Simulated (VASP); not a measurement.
Calculation: PBE GGA + U (Dudarev), VASP's PBE PAW potentials (set 64) (plane waves; VASP).

VASP ran on this input.

KPOINTS:
```
Regular mesh
0
gamma
  5 5 5
```

**INCAR**
```
! general
SYSTEM    = Cr2O3
PREC      = Accurate
ENCUT     = 520
LREAL     = .FALSE.
LASPH     = .TRUE.

! electronic loop
EDIFF     = 1E-6
NELM      = 100
ALGO      = Normal
LMAXMIX   = 4

! smearing
ISMEAR    = 0
SIGMA     = 0.05

! functional
GGA       = PE

! spin
ISPIN     = 2
MAGMOM    = -3.0 -3.0 3.0 3.0 0.0 0.0 0.0 0.0 0.0 0.0

! DFT+U
LDAU      = .TRUE.
LDAUTYPE  = 2
LDAUL     = 2 -1
LDAUU     = 3.7 0
LDAUJ     = 0 0
LDAUPRINT = 1

! ions
IBRION    = 2
NSW       = 60
ISIF      = 3
EDIFFG    = -0.02

! output
LWAVE     = .FALSE.
LCHARG    = .FALSE.
LORBIT    = 10
```

POSCAR:
```
Cr2O3
1
    4.8547273979    -2.5282478335     0.0036038418
    4.8547273979     2.5282478335     0.0036038418
    3.5349657247     0.0000000000     4.1790489852
Cr O
4 6
Direct
  0.8479893766   0.8479893766   0.8479893766
  0.3479893766   0.3479893766   0.3479893766
  0.1520106234   0.1520106234   0.1520106234
  0.6520106234   0.6520106234   0.6520106234
  0.4467746700   0.0532253300   0.7500000000
  0.0532253300   0.7500000000   0.4467746700
  0.5532253300   0.9467746700   0.2500000000
  0.2500000000   0.5532253300   0.9467746700
  0.9467746700   0.2500000000   0.5532253300
  0.7500000000   0.4467746700   0.0532253300
```

POTCAR, in this order: Cr_pv O (PBE.64 set). Program: vasp_std.

What VASP printed:

**OUTCAR**
```
 ion  position               nearest neighbor table
   1  0.848  0.848  0.848-   9 2.01   8 2.01   7 2.01  10 2.05   5 2.05   6 2.05   4 2.72   3 2.95
                             3 2.95   3 2.95
   2  0.348  0.348  0.348-  10 2.01   6 2.01   5 2.01   9 2.05   7 2.05   8 2.05   3 2.72   4 2.95
                             4 2.95   4 2.95
   3  0.152  0.152  0.152-   6 2.01  10 2.01   5 2.01   8 2.05   7 2.05   9 2.05   2 2.72   1 2.95
                             1 2.95   1 2.95
   4  0.652  0.652  0.652-   8 2.01   9 2.01   7 2.01   6 2.05   5 2.05  10 2.05   1 2.72   2 2.95
                             2 2.95   2 2.95
   5  0.447  0.053  0.750-   2 2.01   3 2.01   1 2.05   4 2.05
   6  0.053  0.750  0.447-   3 2.01   2 2.01   4 2.05   1 2.05
   7  0.553  0.947  0.250-   1 2.01   4 2.01   3 2.05   2 2.05
   8  0.250  0.553  0.947-   4 2.01   1 2.01   3 2.05   2 2.05
   9  0.947  0.250  0.553-   1 2.01   4 2.01   2 2.05   3 2.05
  10  0.750  0.447  0.053-   2 2.01   3 2.01   1 2.05   4 2.05
  LATTYP: Found a trigonal (rhomboedric) cell.
 ALAT       =     5.4736119887
 COS(alpha) =     0.5733013518
 Subroutine PRICEL returns:
 Original cell was already a primitive cell.
 Subroutine GETGRP returns: Found 12 space group operations
The static configuration has the point symmetry S_6 .
 The point group associated with its full space group is D_3d.
The dynamic configuration has the point symmetry S_6 .
The overall configuration has the point symmetry S_6 .
 Subroutine INISYM returns: Found 12 space group operations
 Subroutine IBZKPT returns following result:
 Found     19 irreducible k-points:

 Following reciprocal coordinates:
            Coordinates               Weight
  0.000000  0.000000  0.000000      1.000000
  0.200000  0.000000  0.000000      6.000000
  0.400000  0.000000 -0.000000      6.000000
  0.200000  0.200000  0.000000      6.000000
  0.400000  0.200000 -0.000000     12.000000
 -0.400000  0.200000  0.000000     12.000000
 -0.200000  0.200000  0.000000      6.000000
  0.400000  0.400000  0.000000      6.000000
 -0.400000  0.400000  0.000000      6.000000
  0.200000  0.200000  0.200000      2.000000
  0.400000  0.200000  0.200000      6.000000
 -0.400000  0.200000  0.200000      6.000000
 -0.200000  0.200000  0.200000      6.000000
  0.400000  0.400000  0.200000      6.000000
 -0.400000  0.400000  0.200000     12.000000
 -0.200000  0.400000  0.200000     12.000000
 -0.400000 -0.400000  0.200000      6.000000
  0.400000  0.400000  0.400000      2.000000
 -0.400000  0.400000  0.400000      6.000000
   k-points           NKPTS =     19   k-points in BZ     NKDIM =     19   number of bands    NBANDS=     50
   number of dos      NEDOS =    301   number of ions     NIONS =     10
   total plane-waves  NPLWV =  74088
   dimension x,y,z NGX =    42 NGY =   42 NGZ =   42
   dimension x,y,z NGXF=    84 NGYF=   84 NGZF=   84
   ions per type =               4   6
   PREC   = accura    normal or accurate (medium, high low for compatibility)
   ISTART =      0    job   : 0-new  1-cont  2-samecut
   ICHARG =      2    charge: 1-file 2-atom 10-const
   ISPIN  =      2    spin polarized calculation?
   LNONCOLLINEAR =      F non collinear calculations
   LSORBIT =      F    spin-orbit coupling
   INIWAV =      1    electr: 0-lowe 1-rand  2-diag
   ENCUT  =  520.0 eV  38.22 Ry    6.18 a.u.  10.18 10.18 10.18*2*pi/ulx,y,z
   NELM   =    100;   NELMIN=  2; NELMDL= -5     # of ELM steps
   EDIFF  = 0.1E-05   stopping-criterion for ELM
   LREAL  =      F    real-space projection
   NLSPLINE    = F    spline interpolate recip. space projectors
   LMAXMIX     =    4 max onsite mixed and CHGCAR
   VOSKOWN=      0    Vosko Wilk Nusair interpolation
   EDIFFG = -.2E-01   stopping-criterion for IOM
   NSW    =     60    number of steps for IOM
   NBLOCK =      1;   KBLOCK =     60    inner block; outer block
   IBRION =      2    ionic relax: 0-MD 1-quasi-New 2-CG
   NFREE  =      1    steps in history (QN), initial steepest desc. (CG)
...
```

OSZICAR:
```
       N       E                     dE             d eps       ncg     rms          rms(c)
DAV:   1     0.122121653616E+04    0.12212E+04   -0.47004E+04  3872   0.193E+03
DAV:   2     0.101445856705E+03   -0.11198E+04   -0.10818E+04  3846   0.579E+02
DAV:   3    -0.836680112066E+02   -0.18511E+03   -0.18141E+03  5316   0.206E+02
DAV:   4    -0.917410831574E+02   -0.80731E+01   -0.80363E+01  4536   0.444E+01
DAV:   5    -0.919200138553E+02   -0.17893E+00   -0.17865E+00  4626   0.721E+00    0.402E+01
DAV:   6    -0.789560984453E+02    0.12964E+02   -0.19722E+02  5216   0.837E+01    0.281E+01
DAV:   7    -0.787923584301E+02    0.16374E+00   -0.29158E+01  4768   0.449E+01    0.145E+01
DAV:   8    -0.792013785665E+02   -0.40902E+00   -0.29223E+00  4558   0.941E+00    0.926E+00
DAV:   9    -0.792520047262E+02   -0.50626E-01   -0.60023E-01  5458   0.768E+00    0.198E+00
DAV:  10    -0.792426225111E+02    0.93822E-02   -0.20739E-01  4370   0.460E+00    0.596E-01
DAV:  11    -0.792446614673E+02   -0.20390E-02   -0.32794E-02  5470   0.141E+00    0.372E-01
DAV:  12    -0.792444385720E+02    0.22290E-03   -0.46419E-03  4534   0.666E-01    0.168E-01
DAV:  13    -0.792447007753E+02   -0.26220E-03   -0.23089E-03  5448   0.302E-01    0.861E-02
DAV:  14    -0.792446930879E+02    0.76874E-05   -0.36414E-04  4534   0.166E-01    0.351E-02
DAV:  15    -0.792446949426E+02   -0.18548E-05   -0.63806E-05  4512   0.382E-02    0.141E-02
DAV:  16    -0.792446976355E+02   -0.26928E-05   -0.81339E-06  4624   0.263E-02    0.864E-03
DAV:  17    -0.792446979589E+02   -0.32341E-06   -0.40885E-06  3880   0.162E-02
   1 F= -.79244698E+02 E0= -.79244698E+02  d E =-.792447E+02  mag=     0.0000
       N       E                     dE             d eps       ncg     rms          rms(c)
DAV:   1    -0.792475481459E+02   -0.28505E-02   -0.33918E-01  3844   0.349E+00    0.422E-01
DAV:   2    -0.792465236699E+02    0.10245E-02   -0.76273E-03  4336   0.598E-01    0.281E-01
DAV:   3    -0.792459556104E+02    0.56806E-03   -0.78016E-04  5268   0.229E-01    0.167E-01
DAV:   4    -0.792458924122E+02    0.63198E-04   -0.34060E-04  6112   0.115E-01    0.113E-01
DAV:   5    -0.792459009947E+02   -0.85825E-05   -0.28703E-05  4532   0.391E-02    0.745E-02
DAV:   6    -0.792459029688E+02   -0.19741E-05   -0.11024E-05  5272   0.228E-02    0.607E-02
DAV:   7    -0.792459048351E+02   -0.18663E-05   -0.73093E-06  4684   0.246E-02    0.600E-03
DAV:   8    -0.792459050152E+02   -0.18007E-06   -0.12002E-06  2462   0.750E-03
   2 F= -.79245905E+02 E0= -.79245905E+02  d E =-.120706E-02  mag=     0.0000
       N       E                     dE             d eps       ncg     rms          rms(c)
DAV:   1    -0.792461297204E+02   -0.22489E-03   -0.31663E-02  3832   0.107E+00    0.129E-01
DAV:   2    -0.792460334723E+02    0.96248E-04   -0.70839E-04  4320   0.192E-01    0.863E-02
DAV:   3    -0.792459803652E+02    0.53107E-04   -0.73471E-05  5284   0.719E-02    0.504E-02
DAV:   4    -0.792459747528E+02    0.56124E-05   -0.32835E-05  6000   0.339E-02    0.342E-02
DAV:   5    -0.792459755943E+02   -0.84153E-06   -0.24894E-06  3528   0.117E-02
   3 F= -.79245976E+02 E0= -.79245976E+02  d E =-.127764E-02  mag=    -0.0000
```

OUTCAR:
```
------------------------ aborting loop because EDIFF is reached ----------------------------------------
  FORCE on cell =-STRESS in cart. coord.  units (eV):
  Direction    XX          YY          ZZ          XY          YZ          ZX
  --------------------------------------------------------------------------------------
  Total       -0.1759555     -0.0921122     -0.1004886      0.0000000      0.0000000     -0.0265009
  in kB       -2.7481878     -1.4386695     -1.5694967      0.0000000      0.0000000     -0.4139088
  external PRESSURE =      -1.9187847 kB  Pullay stress =       0.0000000 kB
  volume of cell :      102.58
      direct lattice vectors                 reciprocal lattice vectors
     4.844727871 -2.532026985 -0.001845069     0.103171854 -0.197470249 -0.086958746
     4.844727871  2.532026985 -0.001845069     0.103171854  0.197470249 -0.086958746
     3.522993455 -0.000000000  4.179841408     0.000091084  0.000000000  0.239166756
 POSITION                                       TOTAL-FORCE (eV/Angst)
 -----------------------------------------------------------------------------------
     11.20412     -0.00000      3.54136         0.007978     -0.000000      0.002522
      4.59789     -0.00000      1.45329         0.007978     -0.000000      0.002522
      2.00833     -0.00000      0.63479        -0.007978     -0.000000     -0.002522
      8.61456     -0.00000      2.72286        -0.007978     -0.000000     -0.002522
      5.06461     -0.99336      3.13396         0.000000     -0.005657     -0.000000
      5.46621      1.76269      1.86339        -0.001477      0.002829      0.004671
      8.14784      0.99336      1.04219         0.000000      0.005657     -0.000000
      7.22770      0.76933      3.95331        -0.001477     -0.002829      0.004671
      7.74624     -1.76269      2.31276         0.001477     -0.002829     -0.004671
      5.98475     -0.76933      0.22284         0.001477      0.002829     -0.004671
 -----------------------------------------------------------------------------------
    total drift:                                0.000000      0.000000      0.000000
  FREE ENERGIE OF THE ION-ELECTRON SYSTEM (eV)
  ---------------------------------------------------
  free  energy   TOTEN  =       -79.2459755943 eV

  energy  without entropy=      -79.2459755943  energy(sigma->0) =      -79.24597559

 total charge

# of ion       s       p       d       tot
------------------------------------------
    1        0.287   6.322   3.949  10.559
    2        0.287   6.322   3.949  10.559
    3        0.287   6.322   3.949  10.559
    4        0.287   6.322   3.949  10.559
    5        1.554   3.500   0.000   5.054
    6        1.554   3.500   0.000   5.054
    7        1.554   3.500   0.000   5.054
    8        1.554   3.500   0.000   5.054
    9        1.554   3.500   0.000   5.054
   10        1.554   3.500   0.000   5.054
--------------------------------------------------
tot         10.473  46.290  15.797  72.560

 magnetization (x)

# of ion       s       p       d       tot
------------------------------------------
    1       -0.020  -0.029  -2.870  -2.919
    2       -0.020  -0.029  -2.870  -2.919
    3        0.020   0.029   2.870   2.919
    4        0.020   0.029   2.870   2.919
    5        0.000   0.000   0.000   0.000
    6        0.000   0.000   0.000   0.000
    7        0.000   0.000   0.000   0.000
    8        0.000   0.000   0.000   0.000
    9        0.000   0.000   0.000   0.000
   10        0.000   0.000   0.000   0.000
--------------------------------------------------
tot          0.000   0.000   0.000   0.000

 reached required accuracy - stopping structural energy minimisation
```
(Selected blocks of OUTCAR.)

### CONTCAR
```
Cr2O3
   1.00000000000000
     4.8447278707653787   -2.5320269845665631   -0.0018450686890414
     4.8447278707653787    2.5320269845665631   -0.0018450686890414
     3.5229934550877169   -0.0000000000000000    4.1798414084500086
  Cr              O
     4     6
Direct
     0.8479970427911288    0.8479970427911288    0.8479970427911278
     0.3479970427911289    0.3479970427911289    0.3479970427911278
     0.1520029572088712    0.1520029572088712    0.1520029572088722
     0.6520029572088712    0.6520029572088712    0.6520029572088722
     0.4461588893518816    0.0538411106481184    0.7500000000000000
     0.0538411106481022    0.7499999999999838    0.4461588893518872
     0.5538411106481184    0.9461588893518816    0.2500000000000000
     0.2499999999999837    0.5538411106481022    0.9461588893518872
     0.9461588893518978    0.2500000000000163    0.5538411106481128
     0.7500000000000162    0.4461588893518978    0.0538411106481128
```

The compound is Cr2O3 in the corundum structure. This run relaxes it. Symmetry was kept, so distortions that lower it aren't found. The start is the result of an earlier pass.
